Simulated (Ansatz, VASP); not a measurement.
Ba3Mg: VASP beside Ansatz

Contents of INCAR:

```
SYSTEM = Ba3Mg
PREC     = Accurate       ! precision mode
ENCUT    = 600            ! plane-wave cutoff, eV
EDIFF    = 1E-7           ! SCF threshold, eV
ISMEAR   = 0              ! smearing method
SIGMA    = 0.1            ! smearing width, eV
LREAL    = .False.        ! projectors in reciprocal space
LASPH    = .True.         ! aspherical terms in the spheres
NELM     = 60             ! most SCF steps
ALGO     = Fast           ! electronic algorithm
ISIF     = 3              ! what is computed and relaxed
LWAVE    = .False.        ! write WAVECAR
LCHARG   = .False.        ! write CHGCAR
GGA      = PE             ! functional
IBRION   = 2              ! ionic algorithm
NSW      = 100            ! ionic steps
EDIFFG   = -0.01          ! ionic threshold
```

Contents of KPOINTS:

```
Automatic mesh
0
Gamma
  8 8 8
  0 0 0
```

File POSCAR:

```
Ba3Mg
1.0
    5.8490195122      0.0000000000      0.0000000000
    0.0000000000      5.8490195122      0.0000000000
    0.0000000000      0.0000000000      5.8490195122
Ba Mg
3 1
Direct
    0.0000000000      0.5000000000      0.5000000000
    0.5000000000      0.0000000000      0.5000000000
    0.5000000000      0.5000000000      0.0000000000
    0.0000000000      0.0000000000      0.0000000000
```

Input for Ansatz:

```yaml
crystal:
  lattice:
    - [5.8490195122, 0.0, 0.0]
    - [0.0, 5.8490195122, 0.0]
    - [0.0, 0.0, 5.8490195122]
  atoms:
    - { symbol: Ba, position: [0.0, 0.5, 0.5] }
    - { symbol: Ba, position: [0.5, 0.0, 0.5] }
    - { symbol: Ba, position: [0.5, 0.5, 0.0] }
    - { symbol: Mg, position: [0.0, 0.0, 0.0] }
basis:
  ecutwfc: 420
kpoints:
  mp_grid: { grid: [8, 8, 8] }
hamiltonian:
  xc: pbe
scf:
  occupations: { method: gaussian, width: 0.1 }
output:
  forces: true
  stress: true
  eigenvalues: true
  write_density: true
  write_potential: true
  elf: true
  volumetric_format: npy
relax:
  adjacent_minimum: "off"
  f_tol: 0.01
  max_steps: 80
  cell: { stress_tol: 0.05 }
```

Alike in both runs: task relaxation of cell and atoms; functional PBE; k mesh 8 × 8 × 8; occupations gaussian, width 0.1 eV; no spin polarisation.

|  | VASP | Ansatz |
| --- | --- | --- |
| version | VASP 6.6.1 | Ansatz 0.2.0 |
| potentials or method | VASP PAW PBE potentials, release 64 (Ba_sv, Mg) | scalar-relativistic, plane waves, PAW |
| plane-wave cutoff (eV) | 600 | 420 |
| valence electrons in the cell | 32 | 40 |

|  | VASP | Ansatz | Ansatz less VASP |
| --- | --- | --- | --- |
| gap on the k mesh at the Fermi level, each at its own relaxed structure (eV) | none | none | - |
| relaxed volume (Å³/atom) | 50.80 | 50.43 | -0.375 |
| relaxed cell length with the largest relative difference (Å) | 5.879 | 5.865 | -0.0145 |

A gap of «none» marks a metal or a gap that the smearing closes. The two sets of potentials don't hold the same shells in valence.

The runs have no spin-orbit coupling, so splittings on Ba are missing.
